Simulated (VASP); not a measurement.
# Nb₁₂HCl: molecular dynamics with a thermostat, by thermostat

Nb₁₂HCl, slab, 14 atoms in the cell. PBE, molecular dynamics; PAW potentials Nb_pv, Cl, H (PBE set).

| Thermostat | Mean temperature (K) | Rise of the mean potential energy above the start (meV/atom) | Electronic steps per ionic step after the first | Time (s) |
|---|---|---|---|---|
| friction on the slab alone, molecule free | 396 | 4.2 | 5.0 | 499 |
| friction on all atoms | 339 | 5.9 | 5.3 | 528 |
| friction on the molecule alone | 305 | 14.3 | 5.0 | 541 |
| Nose-Hoover on all atoms | 477 | 19.6 | 7.1 | 793 |
| none (NVE) | 371 | 12.2 | 6.7 | 698 |

Limits: 62 fs of 14 atoms are too short for converged averages; the cell is only 5.4 Å across, so each atom moves in step with near copies of itself.

## Input of the first row

INCAR:
```
SYSTEM = Nb12HCl
ALGO = Fast ; EDIFF = 1E-5
ENCUT = 260 ; GGA = PE
IBRION = 0 ; ISIF = 0
ISMEAR = -1 ; ISYM = 0
KPAR = 2 ; LANGEVIN_GAMMA = 20 0 0
LASPH = .TRUE. ; LCHARG = .FALSE.
LREAL = Auto ; LWAVE = .FALSE.
MDALGO = 3 ; NCORE = 2
NELM = 60 ; NELMIN = 4
NSW = 123 ; POTIM = 0.5
PREC = Normal ; RANDOM_SEED = 913810 0 0
SIGMA = 0.05 ; TEBEG = 500
TEEND = 500
```

KPOINTS:
```
k-points
0
Monkhorst-Pack
  2 2 1
```

POSCAR:
```
Nb12HCl
1.0
    5.7640918825      0.0000000000      0.0000000000
   -1.9213639608      5.4344379433      0.0000000000
    0.0000000000      0.0000000000     22.7497613142
Nb Cl H
12 1 1
Selective dynamics
Direct
    0.2500000000      0.2500000000      0.3516520411  F F F
    0.2500000000      0.7500000000      0.3516520411  F F F
    0.7500000000      0.2500000000      0.3516520411  F F F
    0.7500000000      0.7500000000      0.3516520411  F F F
    0.5000000000      0.5000000000      0.4550896387  T T T
    0.5000000000      0.0000000000      0.4550896387  T T T
    0.0000000000      0.5000000000      0.4550896387  T T T
    0.0000000000      0.0000000000      0.4550896387  T T T
    0.7500000000      0.7500000000      0.5585272363  T T T
    0.7500000000      0.2500000000      0.5585272363  T T T
    0.2500000000      0.7500000000      0.5585272363  T T T
    0.2500000000      0.2500000000      0.5585272363  T T T
    0.4034910404      0.1322497049      0.6905462039  T T T
    0.2500000000      0.2500000000      0.6886384915  T T T
```

Commands:
```
cat potpaw_PBE.64/Nb_pv/POTCAR potpaw_PBE.64/Cl/POTCAR potpaw_PBE.64/H/POTCAR > POTCAR
mpirun -np 4 vasp_std > vasp.out
```

Changes of the last row against the first:
```
- MDALGO = 3
- LANGEVIN_GAMMA = 20 0 0
+ MDALGO = 1
+ ANDERSEN_PROB = 0.0
```

VASP 6.6.1 took 499 s on 4 cores (Intel Xeon Platinum 8488C (Sapphire Rapids)), a shared host.
